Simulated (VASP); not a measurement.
Data:

```
CELL_PARAMETERS angstrom
      0.00000     2.66032     2.67517
      2.67865     0.00000     2.67517
      2.67865     2.66032     0.00000
ATOMIC_POSITIONS crystal
  Cd 0.00000 0.00000 0.00000
  F  0.25000 0.25000 0.25000
  F  0.74567 0.75433 0.75433
```

Method: PBE GGA with spin-orbit coupling, VASP's PBE PAW potentials (set 64) (plane waves; VASP). Run with 520 eV cut-off, 7×7×7 Γ-centred mesh, Gaussian smearing of 0.050 eV, potentials Cd F.

Which forces act on the atoms, in eV/Å?

```tsv
atom	Fx	Fy	Fz
Cd1	0.079	0.000	0.000
F2	0.049	0.000	0.000
F3	-0.127	0.000	0.000
```

Give the stress tensor in GPa (positive for a compressed cell).

```
 9.27   0.00   0.00
 0.00  10.00   0.34
 0.00   0.34   9.39
```
The pressure is its mean diagonal, 9.55 GPa.

The compound is CdF2 in the fluorite structure. The cell was not relaxed at this level, atoms are displaced from their ideal sites. The run is one of a series of settings (GGA_COMPAT = .FALSE., LSORBIT = .TRUE., MAGMOM = 0 0 0 0 0 0 0 0 0, program vasp_ncl against the base run), some of them coarse on purpose.
